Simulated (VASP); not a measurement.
Input for VASP

**KPOINTS**
```
K-points
0
G
  5 5 5
```

### INCAR
```
ALGO = Normal
EDIFF = 1E-6
EDIFFG = -0.02
ENCUT = 520
GGA = PE
IBRION = 2
ISIF = 3
ISMEAR = 0
LASPH = .TRUE.
LCHARG = .FALSE.
LMAXMIX = 4
LREAL = .FALSE.
LWAVE = .FALSE.
NELM = 100
NSW = 60
PREC = Accurate
SIGMA = 0.05
SYSTEM = Cu2O
```

### POSCAR
```
Cu2O
1
    4.3086708559     0.0000000000     0.0000000000
    0.0000000000     4.3086708559    -0.0000000000
    0.0000000000    -0.0000000000     4.3086708559
Cu O
4 2
Direct
  0.7500000000   0.2500000000   0.7500000000
  0.2500000000   0.7500000000   0.7500000000
  0.7500000000   0.7500000000   0.2500000000
  0.2500000000   0.2500000000   0.2500000000
  0.0000000000   0.0000000000   0.0000000000
  0.5000000000   0.5000000000   0.5000000000
```

POTCAR, in this order: Cu O (PBE.64 set). Program: vasp_std.

Question: Write an equivalent input for Quantum ESPRESSO's pw.x.

Answer: One equivalent input (not run):
```
&CONTROL
  calculation = 'vc-relax'
  pseudo_dir = './pseudo'
  outdir = './out'
  tprnfor = .true.
  tstress = .true.
  nstep = 60
  forc_conv_thr = 0.00078
/
&SYSTEM
  ibrav = 0
  nat = 6
  ntyp = 2
  ecutwfc = 92
  occupations = 'smearing'
  smearing = 'gaussian'
  degauss = 0.003675
  input_dft = 'pbe'
/
&ELECTRONS
  conv_thr = 7.3e-08
  electron_maxstep = 100
/
&IONS
/
&CELL
/
ATOMIC_SPECIES
  Cu 63.546 Cu.upf
  O 15.999 O.upf
CELL_PARAMETERS angstrom
     4.3086709    0.0000000    0.0000000
     0.0000000    4.3086709   -0.0000000
     0.0000000   -0.0000000    4.3086709
ATOMIC_POSITIONS crystal
  Cu   0.7500000  0.2500000  0.7500000
  Cu   0.2500000  0.7500000  0.7500000
  Cu   0.7500000  0.7500000  0.2500000
  Cu   0.2500000  0.2500000  0.2500000
  O    0.0000000  0.0000000  0.0000000
  O    0.5000000  0.5000000  0.5000000
K_POINTS automatic
  5 5 5 0 0 0
```
What does not carry over: the potentials are each code's own (VASP's PAW set, PseudoDojo norm-conserving files in pw.x), so ENCUT and ecutwfc are chosen apart and not converted; conv_thr bounds pw.x's estimated SCF error, while EDIFF bounds the energy change between steps; forc_conv_thr acts on force components and is met together with etot_conv_thr.

The compound is Cu2O in the cuprite structure. It was relaxed first. The start is the result of an earlier pass.
